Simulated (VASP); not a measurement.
An input for Ansatz (written as the equivalent of a VASP run, and not itself run):

Ansatz 0.2 input:
```yaml
crystal:
  lattice:
    - [2.2285760, -3.1040880, 0.0000000]
    - [2.2285760, 3.1040880, 0.0000000]
    - [0.0000000, 0.0000000, 8.2178740]
  atoms:
    - { symbol: Cl, position: [0.8770000, 0.8770000, 0.8970000] }
    - { symbol: Cl, position: [0.6230000, 0.6230000, 0.3970000] }
    - { symbol: Cl, position: [0.3770000, 0.3770000, 0.6030000] }
    - { symbol: Cl, position: [0.1230000, 0.1230000, 0.1030000] }
kpoints:
  mp_grid: { grid: [7, 7, 4] }
hamiltonian:
  xc: pbe
  pseudopotentials: { kind: paw }
scf:
  occupations: { method: gaussian, width: 0.5 }
  max_iter: 100
output: { forces: true, stress: true, eigenvalues: true }
```

### Question
Write the VASP files for the same calculation (PBE).

### Answer
Several could match; the one computed here: 
**POSCAR**
```
Cl
1
    2.2285760000    -3.1040880000     0.0000000000
    2.2285760000     3.1040880000     0.0000000000
    0.0000000000     0.0000000000     8.2178740000
Cl
4
Direct
  0.8770000000   0.8770000000   0.8970000000
  0.6230000000   0.6230000000   0.3970000000
  0.3770000000   0.3770000000   0.6030000000
  0.1230000000   0.1230000000   0.1030000000
```

File KPOINTS:
```
Automatic mesh
0
Gamma
7 7 4
0 0 0
```

INCAR:
```
# general
SYSTEM = Cl
PREC   = Accurate
ENCUT  = 300
LREAL  = .FALSE.
LASPH  = .TRUE.

# electronic loop
EDIFF  = 1E-6
NELM   = 100
ALGO   = Normal

# smearing
ISMEAR = 0
SIGMA  = 0.5

# functional
GGA    = PE

# ions
ISIF   = 2

# output
LWAVE  = .FALSE.
LCHARG = .FALSE.
```

POTCAR, in this order: Cl (PBE.64 set). Program: vasp_std.

What does not carry over: each code has its own PAW files, so the cut-off isn't converted (ENCUT is set for VASP's; basis.ecutwfc is left out, and Ansatz then takes the one that its files recommend); Ansatz stops its SCF on the density residual and VASP on the energy change (EDIFF).

The structure is a typed Cl crystal. The cell was not relaxed at this level. The run is one of a series of settings (SIGMA = 0.5 against the base run), some of them coarse on purpose.
